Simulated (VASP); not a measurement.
MgI$_{2}$ (1T layered): computed properties

Calculation: PBE GGA, VASP's PBE PAW potentials (set 64) (plane waves; VASP 6.6.1).

| Property | Value |
|---|---|
| space group | P-3m1 (164) |
| cell | a = 4.2083 Å, b = 4.2083 Å, c = 7.5570 Å, α = 90.00°, β = 90.00°, γ = 120.00° |
| volume per atom | 38.63 Å^3/atom |
| band gap (over mesh and band path) | 3.61 eV |
| smallest direct gap (over mesh and band path) | 3.70 eV |
| Hill bulk modulus | 7.6 GPa |
| Hill shear modulus | 42 kbar |
| Poisson's ratio | 0.265 |
| band-edge character | indirect, Γ to L-M at 0.22 |
| density | 3.98 g/cm³ |
| mean ε∞ (DFPT) | 3.79 |
| mean ε∞ (independent particles) | 4.34 |
| mean static ε | 7.12 |
| optical Γ-point spectrum | 59 (×2), 102, 161 (×2), 259 cm⁻¹ |

Space group P-3m1 (No. 164); a = 4.2083 Å, b = 4.2083 Å, c = 7.5570 Å, α = 90.00°, β = 90.00°, γ = 120.00°

| atom | site | symmetry | x | y | z |
|---|---|---|---|---|---|
| Mg | 1a | -3m. | 0.0000 | 0.0000 | 0.0000 |
| I | 2d | 3m. | 0.3333 | 0.6667 | 0.2210 |

Without a dispersion term in the relaxation, distances and binding between the weakly bound layers, chains or molecules are unreliable, and so is what depends on them. Unless said otherwise, spin-orbit coupling is left out, though it shifts the bands of the heavy elements here.

The compound is MgI2 in the 1T layered structure. It was relaxed first, which changed the volume by +13 %. Symmetry was kept, so distortions that lower it aren't found.
